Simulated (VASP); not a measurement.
Input:

```yaml
crystal:
  lattice:
    - [2.84341, 0.00000, 0.00000]
    - [0.00000, 2.84341, 0.00000]
    - [0.00000, 0.00000, 2.84341]
  atoms:
    - { symbol: Al, position: [0.50000, 0.50000, 0.50000] }
    - { symbol: Co, position: [0.00000, 0.00000, 0.00000] }
```

Computed with RPBE GGA, VASP's PBE PAW potentials (set 64) (plane waves; VASP). Settings: 520 eV cut-off, 13×13×13 Γ-centred mesh, first-order Methfessel-Paxton smearing of 0.10 eV, potentials Al Co.

Question: The job: CoAl (CsCl type), 2 atoms, RPBE, static run, 520 eV, 13×13×13 Γ-centred mesh. Roughly how much core time does it take on a busy server core?

Answer: About 10 core-seconds (one run on a shared machine, a rough figure). It had 84 irreducible k-points, 10 bands, up to 638 plane waves and 13 electronic steps.

The compound is CoAl in the CsCl type structure. This cell is one point of a volume scan, at 0.97 of the reference volume.
